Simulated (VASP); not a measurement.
# NaLa2 (Fm-3m) in VASP: further runs

The runs below take NaLa2 through single point, relaxation of cell and atoms, with PBE.

Program: VASP 6.6.1. These are calculated values, not measurements. Logs are shortened: lines on timing, memory, paths and dates and some standing lists are left out, and cuts for length are marked.

### Step 1. The cell of the first run

It takes space group Fm-3m (No. 225, cubic). The conventional cell has a = 7.855 Å, b = 7.855 Å, c = 7.855 Å, α = 90.00°, β = 90.00°, γ = 90.00°. Around Na (site symmetry m-3m) lie 8 La at 3.40 Å. Around La (site symmetry -43m) lie 4 Na at 3.40 Å.

The cell was built by a generator and needn't be a form met in nature.

### Step 2. Single point, PBE (species swapped into the LuH2 type (Fm-3m, No. 225))

Input file INCAR:

```
SYSTEM = NaLa2
PREC = Accurate
ENCUT = 520
EDIFF = 1E-6
ISMEAR = 0
SIGMA = 0.1
LREAL = .False.
LASPH = .True.
NELM = 80
ALGO = Fast
ISIF = 2
LWAVE = .False.
LCHARG = .True.
GGA = PE
LELF = .True.
LVHAR = .True.
NBANDS = 22
```

Input file KPOINTS:

```
Automatic mesh
0
Gamma
  10 10 10
  0 0 0
```

Input file POSCAR:

```
NaLa2
1.0
    0.0000000000      3.9273665302      3.9273665302
    3.9273665302      0.0000000000      3.9273665302
    3.9273665302      3.9273665302      0.0000000000
Na La
1 2
Direct
    0.0000000000      0.0000000000      0.0000000000
    0.2500000000      0.2500000000      0.2500000000
    0.7500000000      0.7500000000      0.7500000000
```

Potentials or basis: VASP PAW PBE potentials, release 64 (Na_pv, La).

Started as:

```sh
$ cat potpaw_PBE.64/Na_pv/POTCAR potpaw_PBE.64/La/POTCAR > POTCAR
$ mpirun -np 1 vasp_std > vasp.out
```

OUTCAR:

```text
SYSTEM = NaLa2
   PREC = Accurate
   ENCUT = 520
   EDIFF = 1E-6
   ISMEAR = 0
   LREAL = .False.
   LASPH = .True.
   NELM = 80
   ISIF = 2
   GGA = PE

 ion  position               nearest neighbor table
   1  0.000  0.000  0.000-
   2  0.250  0.250  0.250-
   3  0.750  0.750  0.750-

  LATTYP: Found a face centered cubic cell.
 ALAT       =     7.8547330604

  Lattice vectors:

 A1 = (   0.0000000000,   3.9273665302,   3.9273665302)
 A2 = (   3.9273665302,   0.0000000000,   3.9273665302)
 A3 = (   3.9273665302,   3.9273665302,   0.0000000000)

Analysis of symmetry for initial positions (statically):
=====================================================================
 Subroutine PRICEL returns:
 Original cell was already a primitive cell.

 Routine SETGRP: Setting up the symmetry group for a
 face centered cubic supercell.

 Subroutine GETGRP returns: Found 48 space group operations
 (whereof 48 operations were pure point group operations)
 out of a pool of 48 trial point group operations.

The static configuration has the point symmetry O_h .

Analysis of symmetry for dynamics (positions and initial velocities):
=====================================================================
 Subroutine PRICEL returns:
 Original cell was already a primitive cell.

 Routine SETGRP: Setting up the symmetry group for a
 face centered cubic supercell.

 Subroutine GETGRP returns: Found 48 space group operations
 (whereof 48 operations were pure point group operations)
 out of a pool of 48 trial point group operations.

The dynamic configuration has the point symmetry O_h .

 Subroutine INISYM returns: Found 48 space group operations
 (whereof 48 operations are pure point group operations),
 and found     1 'primitive' translations

----------------------------------------------------------------------------------------

                                     Primitive cell

  volume of cell :     121.1530

  direct lattice vectors                    reciprocal lattice vectors
     0.000000000  3.927366530  3.927366530    -0.127311774  0.127311774  0.127311774
     3.927366530  0.000000000  3.927366530     0.127311774 -0.127311774  0.127311774
     3.927366530  3.927366530  0.000000000     0.127311774  0.127311774 -0.127311774

  length of vectors
     5.554135011  5.554135011  5.554135011     0.220510461  0.220510461  0.220510461

  position of ions in fractional coordinates (direct lattice)
     0.000000000  0.000000000  0.000000000
     0.250000000  0.250000000  0.250000000
     0.750000000  0.750000000  0.750000000

  ion indices of the primitive-cell ions
   primitive index   ion index
                 1           1
                 2           2
                 3           3

----------------------------------------------------------------------------------------

 KPOINTS: Automatic mesh

Automatic generation of k-mesh.
 Grid dimensions read from file:
 generate k-points for:   10   10   10

 Generating k-lattice:

  Cartesian coordinates                     Fractional coordinates (reciprocal lattice)
    -0.012731177  0.012731177  0.012731177     0.100000000  0.000000000  0.000000000
     0.012731177 -0.012731177  0.012731177     0.000000000  0.100000000  0.000000000
     0.012731177  0.012731177 -0.012731177     0.000000000  0.000000000  0.100000000

  Length of vectors
     0.022051046  0.022051046  0.022051046

  Shift w.r.t. Gamma in fractional coordinates (k-lattice)
     0.000000000  0.000000000  0.000000000

 Subroutine IBZKPT returns following result:
 ===========================================

 Found     47 irreducible k-points:

 Following reciprocal coordinates:
            Coordinates               Weight
  0.000000  0.000000  0.000000      1.000000
  0.100000  0.000000  0.000000      8.000000
  0.200000  0.000000  0.000000      8.000000
  0.300000  0.000000  0.000000      8.000000
  0.400000  0.000000  0.000000      8.000000
  0.500000  0.000000  0.000000      4.000000
[... 16 lines left out ...]
  0.300000  0.300000  0.000000      6.000000
  0.400000  0.300000  0.000000     24.000000
 [... further k-points ...]
   k-points           NKPTS =     47   k-points in BZ     NKDIM =     47   number of bands    NBANDS=     22
   number of dos      NEDOS =    301   number of ions     NIONS =      3
   total plane-waves  NPLWV =  74088
   dimension x,y,z NGX =    42 NGY =   42 NGZ =   42
   dimension x,y,z NGXF=    84 NGYF=   84 NGZF=   84
   ions per type =               1   2
   NGX,Y,Z   is equivalent  to a cutoff of  12.57, 12.57, 12.57 a.u.
   NGXF,Y,Z  is equivalent  to a cutoff of  25.14, 25.14, 25.14 a.u.
 SYSTEM =  NaLa2
   PREC   = accura    normal or accurate (medium, high low for compatibility)
   ISTART =      0    job   : 0-new  1-cont  2-samecut
   ICHARG =      2    charge: 1-file 2-atom 10-const
   ISPIN  =      1    spin polarized calculation?
   LNONCOLLINEAR =      F non collinear calculations
   LSORBIT =      F    spin-orbit coupling
   LASPH  =      T    aspherical Exc in radial PAW
   ENCUT  =  520.0 eV  38.22 Ry    6.18 a.u.  10.33 10.33 10.33*2*pi/ulx,y,z
   NELM   =     80;   NELMIN=  2; NELMDL= -5     # of ELM steps
   EDIFF  = 0.1E-05   stopping-criterion for ELM
   LREAL  =      F    real-space projection
   EDIFFG = 0.1E-04   stopping-criterion for IOM
   NSW    =      0    number of steps for IOM
   IBRION =     -1    ionic relax: 0-MD 1-quasi-New 2-CG
   NFREE  =      0    steps in history (QN), initial steepest desc. (CG)
   ISIF   =      2    stress and relaxation
   ISYM   =      2    0-nonsym 1-usesym 2-fastsym
   POTIM  = 0.5000    time-step for ionic-motion
   TEBEG  =    0.0;   TEEND  =   0.0 temperature during run
   PSTRESS=    0.0 pullay stress
   NELECT =      29.0000    total number of electrons
   NUPDOWN=      -1.0000    fix difference up-down
   EMIN   =  10.00;   EMAX   =-10.00  energy-range for DOS
   EFERMI =   0.00;   METHOD = LEGACY
   ISMEAR =     0;   SIGMA  =   0.10  broadening in eV -4-tet -1-fermi 0-gaus
   EFERMI_NEDOS =   21; number of points for ismear=-14 and -15
   IALGO  =     68    algorithm
   IMIX   =      4    mixing-type and parameters
     AMIX     =   0.40;   BMIX     =  1.00
     AMIX_MAG =   1.60;   BMIX_MAG =  1.00
  volume/ion in A,a.u.               =      40.38       272.53
  Fermi-wavevector in a.u.,A,eV,Ry     =   1.016474  1.920856 14.057790  1.033218
  Thomas-Fermi vector in A             =   2.149819
   LORBIT       =      0    0 simple, 1 ext, 2 COOP (PROOUT), +10 PAW based schemes
   GGA     = PE    functional components
   LHFCALC =     F    Hartree Fock is set to
   AEXX    =    0.0000 exact exchange contribution
   IVDW    =     0    specifies the selected vdW correction
   LEPSILON=     F    determine dielectric tensor
   LRPA    =     F    only Hartree local field effects (RPA)
 non-spin polarized calculation
 RMM-DIIS sequential band-by-band and
 Gauss-broadening in eV      SIGMA  =   0.10
  energy-cutoff  :      520.00
  volume of cell :      121.15
 maximum number of plane-waves:      3287
 NGX is ok and might be reduce to    42
   NGX = 21   NGY = 21   NGZ = 21

 number of electron      29.0000002 magnetization

 Free energy of the ion-electron system (eV)
  ---------------------------------------------------
  ext. energy  EPLUGINS =         0.00000000
  ---------------------------------------------------
  free energy    TOTEN  =        -9.03818107 eV

  energy without entropy =       -8.99667849  energy(sigma->0) =       -9.01742978

 E-fermi :   4.7007     XC(G=0):  -8.3208

 val. band max:        4.6987784108   @ k =   0.3000   0.0000   0.0000
 cond. band min:       4.7107531207   @ k =   0.5000   0.3000   0.1000
 fundamental gap:      0.0119747099
 Fermi energy:         4.7007381913

 k-point     1 :       0.0000    0.0000    0.0000
  band No.  band energies     occupation
      1     -28.7117      2.00000
      2     -28.6048      2.00000
      3     -19.3583      2.00000
      4     -19.3583      2.00000
      5     -19.3582      2.00000
      6     -12.5052      2.00000
[... 14 lines left out ...]
     21       5.9670      0.00000
     22       6.0011      0.00000

 k-point     2 :       0.1000    0.0000    0.0000
  band No.  band energies     occupation
      1     -28.7091      2.00000
      2     -28.6074      2.00000
      3     -19.3583      2.00000
      4     -19.3583      2.00000
      5     -19.3582      2.00000
      6     -12.4980      2.00000
[... 14 lines left out ...]
     21       5.9798      0.00000
     22       5.9816      0.00000

 k-point     3 :       0.2000    0.0000    0.0000
  band No.  band energies     occupation
      1     -28.7014      2.00000
      2     -28.6149      2.00000
      3     -19.3584      2.00000
      4     -19.3584      2.00000
      5     -19.3579      2.00000
      6     -12.4775      2.00000
[... 14 lines left out ...]
     21       5.9341      0.00000
     22       5.9464      0.00000

 k-point     4 :       0.3000    0.0000    0.0000
  band No.  band energies     occupation
      1     -28.6895      2.00000
      2     -28.6266      2.00000
      3     -19.3586      2.00000
      4     -19.3586      2.00000
      5     -19.3577      2.00000
      6     -12.4449      2.00000
[... 14 lines left out ...]
     21       5.8758      0.00000
     22       5.9252      0.00000

 k-point     5 :       0.4000    0.0000    0.0000
  band No.  band energies     occupation
      1     -28.6745      2.00000
      2     -28.6414      2.00000
      3     -19.3587      2.00000
      4     -19.3587      2.00000
      5     -19.3574      2.00000
      6     -12.4021      2.00000
[... 417 lines left out ...]
 k-point    22 :      -0.2000    0.2000    0.0000
  band No.  band energies     occupation
      1     -28.6869      2.00000
      2     -28.6291      2.00000
      3     -19.3586      2.00000
      4     -19.3585      2.00000
      5     -19.3578      2.00000
      6     -12.5453      2.00000
[... 14 lines left out ...]
     21       5.9182      0.00000
     22       5.9674      0.00000

 k-point    23 :       0.3000    0.3000    0.0000
  band No.  band energies     occupation
      1     -28.6881      2.00000
      2     -28.6277      2.00000
      3     -19.3589      2.00000
      4     -19.3589      2.00000
      5     -19.3570      2.00000
      6     -12.5409      2.00000
[... 14 lines left out ...]
     21       5.9224      0.00000
     22       5.9679      0.00000

 k-point    24 :       0.4000    0.3000    0.0000
  band No.  band energies     occupation
      1     -28.6813      2.00000
      2     -28.6343      2.00000
      3     -19.3590      2.00000
      4     -19.3590      2.00000
      5     -19.3568      2.00000
      6     -12.5406      2.00000
[... 14 lines left out ...]
     21       5.9198      0.00000
     22       5.9526      0.00000

 [... further k-points ...]
[... 5 lines left out ...]
  --------------------------------------------------------------------------------------
  -------------------------------------------------------------------------------------
  Total       -0.0345253     -0.0345253     -0.0345253     -0.0000000      0.0000000      0.0000000
  in kB       -0.4565768     -0.4565768     -0.4565768     -0.0000000      0.0000000      0.0000000
  external PRESSURE =      -0.4565768 kB  Pullay stress =       0.0000000 kB

 VOLUME and BASIS-vectors are now :
 -----------------------------------------------------------------------------
  energy-cutoff  :      520.00
  volume of cell :      121.15
      direct lattice vectors                 reciprocal lattice vectors
     0.000000000  3.927366530  3.927366530    -0.127311774  0.127311774  0.127311774
     3.927366530  0.000000000  3.927366530     0.127311774 -0.127311774  0.127311774
     3.927366530  3.927366530  0.000000000     0.127311774  0.127311774 -0.127311774

 POSITION                                       TOTAL-FORCE (eV/Angst)
 -----------------------------------------------------------------------------------
      0.00000      0.00000      0.00000        -0.000000     -0.000000     -0.000000
      1.96368      1.96368      1.96368         0.000000      0.000000     -0.000000
      5.89105      5.89105      5.89105        -0.000000      0.000000      0.000000
 -----------------------------------------------------------------------------------
    total drift:                               -0.000000     -0.000000     -0.000000

  FREE ENERGIE OF THE ION-ELECTRON SYSTEM (eV)
  ---------------------------------------------------
  free  energy   TOTEN  =        -9.0381810736 eV

  energy  without entropy=       -8.9966784886  energy(sigma->0) =       -9.01742978
```

Run time: 4.1 min. Hardware: 1 thread of Intel Xeon 6975P-C (Granite Rapids), shared host; peak memory 0.34 GiB.

What came out:

```
Free energy            : -9.0382 eV
Pressure               : 0.0 GPa
Band gap on the k mesh : none (metal or under the smearing width)
```

Levels at points of the mesh, in eV from the Fermi level:
| k point | band 13 | band 14 | band 15 | band 16 | band 17 | band 18 |
| --- | --- | --- | --- | --- | --- | --- |
| (0.00, 0.00, 0.00) | -0.60 | -0.60 | -0.60 | -0.56 | -0.56 | 1.03 |
| (0.50, 0.00, 0.00) | -0.91 | 0.37 | 0.37 | 0.55 | 0.55 | 0.94 |
| (0.50, 0.50, 0.00) | -1.37 | -0.04 | 0.00 | 0.22 | 1.03 | 1.04 |

Spin-orbit coupling is left out, which matters for the levels of La.

(Continued in part 2 of 2.)
